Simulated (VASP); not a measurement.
Consider the following.

```xyz
1
Lattice="0.0000 2.8275 2.8275 2.8275 0.0000 2.8275 2.8275 2.8275 0.0000" Properties=species:S:1:pos:R:3 pbc="T T T"
Ca     0.0000     0.0000     0.0000
```

Level of theory: revPBE GGA, VASP's PBE PAW potentials (set 64) (plane waves; VASP). Numerical set-up: 520 eV cut-off, 11×11×11 Γ-centred mesh, first-order Methfessel-Paxton smearing of 0.10 eV, potentials Ca_sv.

### Question
What does the run give for the energy per atom (σ→0), band gap (on the k-mesh) with the smallest direct gap where there is one?

### Answer

* **band gap (on the k-mesh)**: none (metal, semimetal or under 0.01 eV)
* **energy per atom (σ→0)**: -1.763 eV/atom

The compound is Ca in the fcc structure. This cell is one point of a volume scan, at 1.03 of the reference volume.
